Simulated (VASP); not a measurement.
Given:

```
CELL_PARAMETERS angstrom
      0.00000     2.29000     2.29000
      2.29000     0.00000     2.29000
      2.29000     2.29000     0.00000
ATOMIC_POSITIONS crystal
  Zr 0.00000 0.00000 0.00000
  N  0.50000 0.50000 0.50000
```

Method: rev-vdW-DF2, VASP's PBE PAW potentials (set 64) (plane waves; VASP). Run with 520 eV cut-off, Gaussian smearing of 0.050 eV, potentials Zr_sv N.

Predict the band gap (along the path) with the smallest direct gap where there is one.

The band gap (along the path) is none (metal, semimetal or under 0.01 eV).

The compound is ZrN in the rock salt structure. The cell was not relaxed at this level. The electron count is odd and the run is not spin-polarised, which forces a metal.
